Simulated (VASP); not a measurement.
Given:

```yaml
crystal:
  lattice:
    - [0.00000, 1.80380, 1.80380]
    - [1.80380, 0.00000, 1.80380]
    - [1.80380, 1.80380, 0.00000]
  atoms:
    - { symbol: B, position: [0.00000, 0.00000, 0.00000] }
    - { symbol: N, position: [0.75000, 0.75000, 0.75000] }
```

These are PBEsol GGA, VASP's PBE PAW potentials (set 64) (plane waves; VASP) values and carry that method's errors. Run with 520 eV cut-off, 14×14×14 Γ-centred mesh, tetrahedra with Blöchl corrections, potentials B N.

Question: Estimate the energy per atom (σ→0), band gap (on the k-mesh) with the smallest direct gap where there is one.

Answer: 
```json
{
  "band gap (on the k-mesh)": "4.28 eV",
  "smallest direct gap (on the k-mesh)": "8.79 eV",
  "energy per atom (σ→0)": "-9.173 eV/atom"
}
```

Total energies compare only between runs with the same potentials, cut-off and functional.

The structure comes from a computed database's BN entry (F-43m); how it stands against other phases isn't given here. It was relaxed first.
